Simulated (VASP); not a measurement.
Output of a VASP run:

### OSZICAR
```
       N       E                     dE             d eps       ncg     rms          rms(c)
DAV:   1     0.136426484726E+03    0.13643E+03   -0.12026E+04  2544   0.202E+03
DAV:   2     0.395727127702E+01   -0.13247E+03   -0.12860E+03  2632   0.352E+02
DAV:   3    -0.275107383508E+00   -0.42324E+01   -0.42209E+01  3052   0.724E+01
DAV:   4    -0.301519843701E+00   -0.26412E-01   -0.26411E-01  2912   0.508E+00
DAV:   5    -0.301827473469E+00   -0.30763E-03   -0.30763E-03  3171   0.550E-01    0.892E+00
DAV:   6     0.151153824377E+00    0.45298E+00   -0.15664E+00  2576   0.148E+01    0.552E+00
DAV:   7     0.178734920188E+00    0.27581E-01   -0.38129E-02  3337   0.441E+00    0.290E+00
DAV:   8     0.187467801141E+00    0.87329E-02   -0.96979E-03  2835   0.118E+00    0.130E-01
DAV:   9     0.187447155246E+00   -0.20646E-04   -0.32559E-04  2997   0.261E-01    0.668E-02
DAV:  10     0.187432202555E+00   -0.14953E-04   -0.43805E-05  3096   0.113E-01    0.170E-02
DAV:  11     0.187432033462E+00   -0.16909E-06   -0.94566E-06  2933   0.782E-02    0.363E-03
DAV:  12     0.187432057848E+00    0.24386E-07   -0.22847E-07  2313   0.130E-02
   1 F= 0.18743206E+00 E0= 0.18753868E+00  d E =-.319878E-03
```

File OUTCAR:
```
------------------------ aborting loop because EDIFF is reached ----------------------------------------
  FORCE on cell =-STRESS in cart. coord.  units (eV):
  Direction    XX          YY          ZZ          XY          YZ          ZX
  --------------------------------------------------------------------------------------
  Total        0.8242353      0.8242353      0.8242353      0.0000000      0.0000000     -0.0000000
  in kB       43.0442308     43.0442308     43.0442308      0.0000000      0.0000000     -0.0000000
  external PRESSURE =      43.0442308 kB  Pullay stress =       0.0000000 kB
  volume of cell :       30.68
      direct lattice vectors                 reciprocal lattice vectors
     3.130513774  0.000000000  0.000000000     0.319436384  0.000000000  0.000000000
     0.000000000  3.130513774  0.000000000     0.000000000  0.319436384  0.000000000
     0.000000000  0.000000000  3.130513774     0.000000000  0.000000000  0.319436384
 POSITION                                       TOTAL-FORCE (eV/Angst)
 -----------------------------------------------------------------------------------
      1.56526      1.56526      1.56526         0.000000      0.000000      0.000000
      0.00000      0.00000      0.00000         0.000000      0.000000      0.000000
 -----------------------------------------------------------------------------------
    total drift:                                0.000000      0.000000     -0.000000
  FREE ENERGIE OF THE ION-ELECTRON SYSTEM (eV)
  ---------------------------------------------------
  free  energy   TOTEN  =         0.1874320578 eV

  energy  without entropy=        0.1877519356  energy(sigma->0) =        0.18753868
```
(Selected blocks of OUTCAR.)

File POSCAR:
```
AuZn
1
    3.1305137745     0.0000000000     0.0000000000
    0.0000000000     3.1305137745     0.0000000000
    0.0000000000     0.0000000000     3.1305137745
Zn Au
1 1
Direct
  0.5000000000   0.5000000000   0.5000000000
  0.0000000000   0.0000000000   0.0000000000
```

**Question.** Write an INCAR and KPOINTS that could have produced this output.

**Answer.** Several could match; the one computed here: the input of the run itself, rev-vdW-DF2, plane waves, VASP's PBE PAW potentials (set 64).

KPOINTS:
```
Automatic mesh
0
Gamma
12 12 12
0 0 0
```

### INCAR
```
# general
SYSTEM  =AuZn
PREC    =Accurate
ENCUT   =520   # plane-wave cut-off (eV)
LREAL   =F   # projection in real space or not
LASPH   =T   # aspherical one-centre terms

# electronic loop
EDIFF   =1E-7   # SCF stop (eV)
NELM    =100   # most electronic steps
ALGO    =Normal
LMAXMIX =6

# smearing
ISMEAR  =1   # Methfessel-Paxton
SIGMA   =0.1

# functional
GGA     =MK
LUSE_VDW=T
AGGAC   =0.0
PARAM1  =0.1234568
PARAM2  =0.7114
ZAB_VDW =-1.8867

# ions
ISIF    =2   # forces and stress, cell fixed

# output
LWAVE   =F
LCHARG  =F
```

POTCAR, in this order: Zn Au (PBE.64 set). Program: vasp_std.

The compound is AuZn in the CsCl type structure. This cell is one point of a volume scan, at 0.97 of the reference volume. The electron count is odd and the run is not spin-polarised, which forces a metal.
